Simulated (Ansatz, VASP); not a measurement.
KRb2P6Pb in VASP and in Ansatz

```xyz
10
Lattice="0.0000 5.0176 5.0176 5.0176 0.0000 5.0176 5.0176 5.0176 0.0000" Properties=species:S:1:pos:R:3 pbc="T T T"
P     2.3583    5.0176    5.0176
P     5.0176    2.3583    5.0176
P     7.6770    5.0176    5.0176
P     5.0176    7.6770    5.0176
P     5.0176    5.0176    2.3583
P     5.0176    5.0176    7.6770
K     5.0176    5.0176    5.0176
Rb    2.5088    2.5088    2.5088
Rb    7.5264    7.5264    7.5264
Pb    0.0000    0.0000    0.0000
```

Alike in both runs: task single point; functional PBE; k mesh 6 × 6 × 6; no spin polarisation.

|  | VASP | Ansatz |
| --- | --- | --- |
| version | VASP 6.6.1 | Ansatz 0.2.0 |
| potentials or method | VASP PAW PBE potentials, release 64 (P, K_sv, Rb_sv, Pb_d) | PAW plane waves |
| plane-wave cutoff (eV) | 520 | 420 |
| occupations | fermi-dirac, width 0.1 eV | fermi-dirac |
| valence electrons in the cell | 71 | 71 |

VASP gave:

| Quantity | Value |
| --- | --- |
| pressure (GPa) | 13.2 |
| rms of the force components (eV/Å) | 0.805 |

Question: Which values does Ansatz return?

Answer: Pressure (GPa): 13.2; rms of the force components (eV/Å): 0.838.

Atom by atom the forces differ by 0.033 eV/Å (rms over components).

Caveats: forces of over 1 eV/Å show positions far from the minimum, so gaps and moduli don't describe the material at rest. The runs have no spin-orbit coupling, so splittings on Pb are missing.
